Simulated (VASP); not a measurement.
Write the native input for VASP 6.6.1 that does the following.

```
Task                   : band structure
Functional             : PBE
Potentials or basis    : VASP PAW PBE potentials, release 64 (Be, Te, O)
Cutoff                 : 520 eV
k mesh                 : 4 × 4 × 4
Occupations            : gaussian, width 0.03 eV
Spin                   : spin-orbit coupling, no magnetisation
Further INCAR settings : ALGO = Fast; EDIFF = 1e-07
```

The structure of Be3Te2O lies in POSCAR:

```
Be3Te2O
1.0
    5.3850100000     -3.0738400000      0.0000000000
    5.3850100000      3.0738400000      0.0000000000
    0.0000000000      0.0000000000      6.7754500000
Be Te O
6 4 2
Direct
    0.4327260000      0.8200530000      0.1162620000
    0.1799470000      0.5672740000      0.1162620000
    0.9346370000      0.0653630000      0.0457040000
    0.8200530000      0.4327260000      0.6162620000
    0.5672740000      0.1799470000      0.6162620000
    0.0653630000      0.9346370000      0.5457040000
    0.5136420000      0.1535420000      0.9889760000
    0.1535420000      0.5136420000      0.4889760000
    0.8464580000      0.4863580000      0.9889760000
    0.4863580000      0.8464580000      0.4889760000
    0.1801660000      0.8198340000      0.0734970000
    0.8198340000      0.1801660000      0.5734970000
```

The cell was built by a generator and needn't be a form met in nature.

These files were run (other wordings do the same):

INCAR

```
SYSTEM = Be3Te2O
PREC = Accurate ; ENCUT = 520
EDIFF = 1E-7 ; ISMEAR = 0
SIGMA = 0.03 ; LREAL = .FALSE.
LASPH = .TRUE. ; NELM = 100
ALGO = Fast ; ISIF = 2
LWAVE = .FALSE. ; LCHARG = .FALSE.
MAGMOM = 0 0 0 0 0 0 0 0 0 0 0 0 0 0 0 0 0 0 0 0 0 0 0 0 0 0 0 0 0 0 0 0 0 0 0 0 ; LORBIT = 11
LSORBIT = .TRUE. ; GGA_COMPAT = .FALSE.
GGA = PE ; KPAR = 8
```

KPOINTS

```
Automatic mesh
0
G
  4 4 4
  0 0 0
```

KPOINTS_OPT

```
path GXSRAZGYX1A1TY,ZT
10
line-mode
reciprocal
 0.0000000000  0.0000000000  0.0000000000  G
 0.3314572034 -0.3314572034  0.0000000000  X

 0.3314572034 -0.3314572034  0.0000000000  X
 0.0000000000 -0.5000000000  0.0000000000  S

 0.0000000000 -0.5000000000  0.0000000000  S
 0.0000000000 -0.5000000000 -0.5000000000  R

 0.0000000000 -0.5000000000 -0.5000000000  R
 0.3314572034 -0.3314572034 -0.5000000000  A

 0.3314572034 -0.3314572034 -0.5000000000  A
 0.0000000000  0.0000000000 -0.5000000000  Z

 0.0000000000  0.0000000000 -0.5000000000  Z
 0.0000000000  0.0000000000  0.0000000000  G

 0.0000000000  0.0000000000  0.0000000000  G
-0.5000000000 -0.5000000000  0.0000000000  Y

-0.5000000000 -0.5000000000  0.0000000000  Y
-0.3314572034 -0.6685427966  0.0000000000  X1

-0.3314572034 -0.6685427966  0.0000000000  X1
-0.3314572034 -0.6685427966 -0.5000000000  A1

-0.3314572034 -0.6685427966 -0.5000000000  A1
-0.5000000000 -0.5000000000 -0.5000000000  T

-0.5000000000 -0.5000000000 -0.5000000000  T
-0.5000000000 -0.5000000000  0.0000000000  Y

 0.0000000000  0.0000000000 -0.5000000000  Z
-0.5000000000 -0.5000000000 -0.5000000000  T
```

Potentials or basis: VASP PAW PBE potentials, release 64 (Be, Te, O).

The run is started by

```console
$ cat potpaw_PBE.64/Be/POTCAR potpaw_PBE.64/Te/POTCAR potpaw_PBE.64/O/POTCAR > POTCAR
$ mpirun -np 8 vasp_ncl > vasp.out
```

Results of the run:

The pressure is 0.1 GPa. The largest force is 0.011 eV/Å. The valence electrons inside the program's atomic spheres are Be 0.98, 1.07; Te 3.50; O 5.16.

Wall time 14 min on 8 MPI ranks on Intel(R) Xeon(R) Platinum 8488C (Sapphire Rapids) (shared host), peak memory 1.3 GiB a rank.
